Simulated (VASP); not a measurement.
Input of a VASP 6.6.1 run:

The input INCAR:

```
PREC = Accurate
ENCUT = 450
EDIFF = 1E-5
ISMEAR = 0
SIGMA = 0.03
LREAL = Auto
LASPH = T
NELM = 120
ALGO = Normal
ISIF = 2
LWAVE = F
LCHARG = F
ISPIN = 2
MAGMOM = 0 0 0 0 0 0 0 0 0 0 0 0 0 0 0 0 0 0 0 0 0 0 0 0 0 0 0 0 0 0 0 0
LORBIT = 11
NUPDOWN = 0
LMAXMIX = 4
LDAU = T
LDAUTYPE = 2
LDAUL = 2 -1 -1
LDAUU = 3 0 0
LDAUJ = 0 0 0
LDAUPRINT = 1
GGA = PS
NBANDS = 95
ISYM = 0
```

The input KPOINTS:

```
regular mesh
0
Gamma
  3 3 2
```

Contents of POSCAR:

```
Al15VN16                                
1.0
    6.2200008610      0.0000000000      0.0000000000
   -3.1100004305      5.3866787572      0.0000000000
    0.0000000000      0.0000000000      9.9600000000
  V               Al              N             
     1    15    16
Direct
     0.3339462031077833    0.1655845013366759    0.9967892864897081
     0.3329239994009887    0.1657477354820598    0.5006059976140617
     0.3331508591606504    0.6652072282347187    0.0012982336416985
     0.3337774338613263    0.6661574907524325    0.5002379399980950
     0.8339234230711378    0.1660947177653672    0.0013978145440340
     0.8324324194218385    0.1649850767525464    0.5004239977306171
     0.8343743607512842    0.6653028966716575    0.0012541177990506
     0.8325001105746448    0.6663011282337102    0.5004754417024805
     0.1665261355715225    0.3331420111836482    0.2522798592248666
     0.1647807686140959    0.3332514679127595    0.7486060177402787
     0.1666806719049509    0.8322655929790678    0.2522008986760891
     0.1650561066956219    0.8293191115516136    0.7483876802762978
     0.6674307482396713    0.3332014391258417    0.2521983097672650
     0.6690186132108622    0.3334918269781594    0.7484877350897750
     0.6670068543233434    0.8328569792182173    0.2503797118346553
     0.6661729748161009    0.8319980309158865    0.7508054668304641
     0.3335059111756788    0.1662318520209453    0.1991011090067683
     0.3328719353650405    0.1654116124126560    0.6931816221841979
     0.3332121356368496    0.6659244672032708    0.1919887535555219
     0.3343686030023052    0.6659123400995770    0.6902242412670399
     0.8337712652254317    0.1665716844513847    0.1920134867379347
     0.8320814273538387    0.1637822210065691    0.6903815966821883
     0.8339599774465508    0.6659868727634657    0.1919822747665406
     0.8322046625523606    0.6662914761800673    0.6904007791629162
     0.1658948375400347    0.3327614906381005    0.4429606085765306
     0.1603648423477533    0.3386697299963282    0.9382192696282809
     0.1658662490300261    0.8317819033282070    0.4429062357929371
     0.1606630880723585    0.8189495208317733    0.9379533017036469
     0.6670092706056584    0.3329382119839704    0.4429461841513594
     0.6805666995138786    0.3389524915935007    0.9380404322448845
     0.6663640332552218    0.8325358379562084    0.4406513554896014
     0.6671703791511848    0.8321300524396040    0.9423392400902381
```

Potentials or basis: VASP PAW PBE potentials, release 64 (V_sv, Al, N).

The run is started by

```bash
$ cat potpaw_PBE.64/V_sv/POTCAR potpaw_PBE.64/Al/POTCAR potpaw_PBE.64/N/POTCAR > POTCAR
$ mpirun -np 1 vasp_std > vasp.out
```

Task: Estimate the largest force.

Result: 0.094 eV/Å.

Forces in eV/Å, atoms in the order of the input:
```
V   -0.011 -0.002 -0.067
Al   0.002  0.006 -0.002
Al   0.007  0.007  0.023
Al   0.002  0.001  0.010
Al   0.005 -0.003  0.010
Al   0.012 -0.002 -0.009
Al  -0.026  0.013  0.020
Al   0.008 -0.004 -0.015
Al   0.004 -0.006 -0.024
Al   0.016  0.003 -0.005
Al  -0.002 -0.001 -0.020
Al   0.000  0.012  0.007
Al   0.002 -0.010 -0.014
Al  -0.002 -0.005 -0.002
Al  -0.005 -0.007 -0.005
Al   0.005  0.003  0.001
N    0.009  0.013 -0.043
N    0.014  0.001  0.007
N    0.001  0.000  0.007
N    0.009  0.015  0.011
N   -0.006 -0.006  0.007
N   -0.003  0.001 -0.001
N   -0.005 -0.005 -0.005
N   -0.001 -0.002 -0.004
N    0.004 -0.002 -0.004
N    0.044 -0.039  0.038
N    0.014  0.002  0.006
N   -0.012  0.072  0.023
N    0.000 -0.005  0.003
N   -0.065 -0.048  0.048
N   -0.002 -0.001  0.013
N   -0.016  0.001 -0.015
```

Caveat: the k mesh is coarse (spacing up to 0.39 Å⁻¹), so the values aren't converged; the PAW data sets were made with another functional, which shifts forces and pressure a little; the total moment is fixed, so each spin has its own Fermi level. The state reached can hang on the start; a lower one may exist.
